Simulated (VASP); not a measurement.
All values below come from TPSS meta-GGA, VASP's PBE PAW potentials (set 64) (plane waves; VASP).

Input for VASP

KPOINTS:
```
Automatic mesh
0
Gamma
15 15 15
```

POSCAR:
```
Rh
1.9380
  0.0000000000   1.0000000000   1.0000000000
  1.0000000000   0.0000000000   1.0000000000
  1.0000000000   1.0000000000   0.0000000000
Rh
1
Cartesian
  0.0000000000   0.0000000000   0.0000000000
```

INCAR:
```
SYSTEM = Rh
PREC = Accurate; ENCUT = 400; LREAL = F
LASPH = T
EDIFF = 1E-6; NELM = 100; ALGO = Normal
LMAXMIX = 4; LMIXTAU = T
ISMEAR = 1; SIGMA = 0.1
METAGGA = TPSS
ISIF = 2
LWAVE = F; LCHARG = F
```

POTCAR, in this order: Rh_pv (PBE.64 set). Program: vasp_std.

Output of the run:

File OSZICAR:
```
       N       E                     dE             d eps       ncg     rms          rms(c)
DAV:   1     0.119651229699E+03    0.11965E+03   -0.90688E+03  2672   0.136E+03
DAV:   2     0.590021037730E+00   -0.11906E+03   -0.11374E+03  2790   0.407E+02
DAV:   3    -0.153840606804E+01   -0.21284E+01   -0.21049E+01  3139   0.643E+01
DAV:   4    -0.155595548068E+01   -0.17549E-01   -0.17541E-01  3078   0.575E+00
DAV:   5    -0.155628374035E+01   -0.32826E-03   -0.32825E-03  3115   0.709E-01    0.129E+01
DAV:   6    -0.154702207075E+02   -0.13914E+02   -0.15202E+01  2640   0.615E+01    0.202E+00
DAV:   7    -0.155639426997E+02   -0.93722E-01   -0.46446E-01  2883   0.900E+00    0.107E+00
DAV:   8    -0.156989015560E+02   -0.13496E+00   -0.32424E-01  2643   0.750E+00    0.725E-01
DAV:   9    -0.158093750547E+02   -0.11047E+00   -0.37898E-02  2703   0.264E+00    0.211E-01
DAV:  10    -0.158086338548E+02    0.74120E-03   -0.12630E-03  3180   0.424E-01    0.759E-02
DAV:  11    -0.158097043827E+02   -0.10705E-02   -0.80478E-04  2820   0.335E-01    0.253E-02
DAV:  12    -0.158097547650E+02   -0.50382E-04   -0.20434E-04  2811   0.221E-01    0.137E-02
DAV:  13    -0.158098547742E+02   -0.10001E-03   -0.12862E-05  2838   0.589E-02    0.534E-03
DAV:  14    -0.158098579479E+02   -0.31737E-05   -0.57989E-06  2742   0.290E-02    0.125E-03
DAV:  15    -0.158098608909E+02   -0.29430E-05   -0.23802E-07  1524   0.750E-03    0.631E-04
DAV:  16    -0.158098606305E+02    0.26049E-06   -0.24668E-08  1416   0.232E-03
   1 F= -.15809861E+02 E0= -.15809909E+02  d E =0.143693E-03
```

### OUTCAR
```
------------------------ aborting loop because EDIFF is reached ----------------------------------------
  FORCE on cell =-STRESS in cart. coord.  units (eV):
  Direction    XX          YY          ZZ          XY          YZ          ZX
  --------------------------------------------------------------------------------------
  Total       -1.2042873     -1.2042873     -1.2042873      0.0000000      0.0000000      0.0000000
  in kB     -132.5407394   -132.5407394   -132.5407394      0.0000000      0.0000000      0.0000000
  external PRESSURE =    -132.5407394 kB  Pullay stress =       0.0000000 kB
  volume of cell :       14.56
      direct lattice vectors                 reciprocal lattice vectors
     0.000000000  1.938000000  1.938000000    -0.257997936  0.257997936  0.257997936
     1.938000000  0.000000000  1.938000000     0.257997936 -0.257997936  0.257997936
     1.938000000  1.938000000  0.000000000     0.257997936  0.257997936 -0.257997936
 POSITION                                       TOTAL-FORCE (eV/Angst)
 -----------------------------------------------------------------------------------
      0.00000      0.00000      0.00000         0.000000      0.000000     -0.000000
 -----------------------------------------------------------------------------------
    total drift:                               -0.000000      0.000000      0.000000
  FREE ENERGIE OF THE ION-ELECTRON SYSTEM (eV)
  ---------------------------------------------------
  free  energy   TOTEN  =       -15.8098606305 eV

  energy  without entropy=      -15.8100043238  energy(sigma->0) =      -15.80990853
```
(Selected blocks of OUTCAR.)

File OUTCAR:
```
 val. band max:       10.8790821362   @ k =  -0.3333   0.2000   0.0667

 cond. band min:      10.9144993170   @ k =  -0.4667   0.2667   0.1333


 Fermi energy:        10.8896720932

 k-point     1 :       0.0000    0.0000    0.0000
  band No.  band energies     occupation
      1     -35.8680      2.00000
      2     -35.8680      2.00000
      3     -35.8680      2.00000
      4       3.3319      2.00000
      5       8.0544      2.00000
      6       8.0544      2.00000
      7       8.0544      2.00000
      8       9.9271      2.00000
      9       9.9271      2.00000
     10      26.9333      0.00000
     11      30.9448      0.00000

 k-point     2 :       0.0667    0.0000    0.0000
  band No.  band energies     occupation
      1     -35.8951      2.00000
      2     -35.8720      2.00000
      3     -35.8720      2.00000
      4       3.5013      2.00000
      5       7.9826      2.00000
      6       8.1188      2.00000
      7       8.1188      2.00000
      8       9.8925      2.00000
      9       9.8925      2.00000
     10      27.1624      0.00000
     11      31.0027      0.00000

 k-point     3 :       0.1333    0.0000    0.0000
  band No.  band energies     occupation
      1     -35.9703      2.00000
      2     -35.8824      2.00000
      3     -35.8824      2.00000
      4       3.9785      2.00000
      5       7.8188      2.00000
      6       8.2732      2.00000
      7       8.2732      2.00000
      8       9.8347      2.00000
      9       9.8347      2.00000
     10      27.7087      0.00000
     11      29.2351      0.00000

 k-point     4 :       0.2000    0.0000    0.0000
  band No.  band energies     occupation
      1     -36.0802      2.00000
      2     -35.8977      2.00000
      3     -35.8977      2.00000
      4       4.6372      2.00000
      5       7.7331      2.00000
      6       8.3915      2.00000
      7       8.3915      2.00000
      8       9.8933      2.00000
      9       9.8933      2.00000
...
```

The compound is Rh in the fcc structure. The cell was not relaxed at this level. The run is one of a series of settings (GGA removed, LMIXTAU = .TRUE., METAGGA = TPSS against the base run), some of them coarse on purpose.
